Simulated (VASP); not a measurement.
Write the native input for VASP 6.6.1 that does the following.

| Property | Result |
| --- | --- |
| Task | single point |
| Functional | PBE |
| Potentials or basis | VASP PAW PBE potentials, release 64 (Cd, Rb_sv, Se, O) |
| Cutoff | 520 eV |
| k mesh | 5 × 5 × 5 |
| Occupations | fermi-dirac, width 0.1 eV |
| Spin | no spin polarisation |
| Dipole correction | no |
| Further INCAR settings | ALGO = Fast; EDIFF = 1e-06; NBANDS = 50 |

The structure of Rb2CdSe2O6 lies in POSCAR:

```
Rb2CdSe2O6
1.0
    5.7462710000      0.0000000000      0.0000000000
   -2.8731350000      4.9764210000      0.0000000000
   -2.8731350000      1.6588070000      6.5515760000
Cd Rb Se O
1 2 2 6
Direct
    0.0000000000      0.0000000000      0.0000000000
    0.8038000000      0.1962000000      0.4113000000
    0.1962000000      0.8038000000      0.5887000000
    0.6269500000      0.3730500000      0.8807500000
    0.3730500000      0.6269500000      0.1192500000
    0.7444100000      0.2555900000      0.7720300000
    0.7444100000      0.7167900000      0.7720300000
    0.2832100000      0.2555900000      0.7720300000
    0.2555900000      0.7444100000      0.2279700000
    0.7167900000      0.7444100000      0.2279700000
    0.2555900000      0.2832100000      0.2279700000
```

The input as run:

INCAR

```
  PREC = Accurate
  ENCUT = 520
  EDIFF = 1E-6
  ISMEAR = -1
  SIGMA = 0.1
  LREAL = False
  LASPH = True
  NELM = 100
  ALGO = Fast
  ISIF = 2
  LWAVE = False
  LCHARG = False
  GGA = PE
  NBANDS = 50
```

KPOINTS

```
Automatic mesh
0
Gamma
  5 5 5
```

Potentials or basis: VASP PAW PBE potentials, release 64 (Cd, Rb_sv, Se, O).

Run with:

```sh
$ cat potpaw_PBE.64/Cd/POTCAR potpaw_PBE.64/Rb_sv/POTCAR potpaw_PBE.64/Se/POTCAR potpaw_PBE.64/O/POTCAR > POTCAR
$ mpirun -np 1 vasp_std > vasp.out
```

Results of the run:

| Quantity | Value |
| --- | --- |
| Pressure | 6.2 GPa |
| Largest force | 1.678 eV/Å |
| Band gap on the k mesh | 3.86 eV, indirect (least direct gap 4.11 eV) |

Caveat: an odd mesh through Γ misses points on the zone boundary, where band edges often lie; forces of over 1 eV/Å show positions far from the minimum, so gaps and moduli don't describe the material at rest.

Run time: 8.1 min on 1 thread of Intel(R) Xeon(R) Platinum 8488C (Sapphire Rapids) (shared host), peak memory 0.57 GiB.
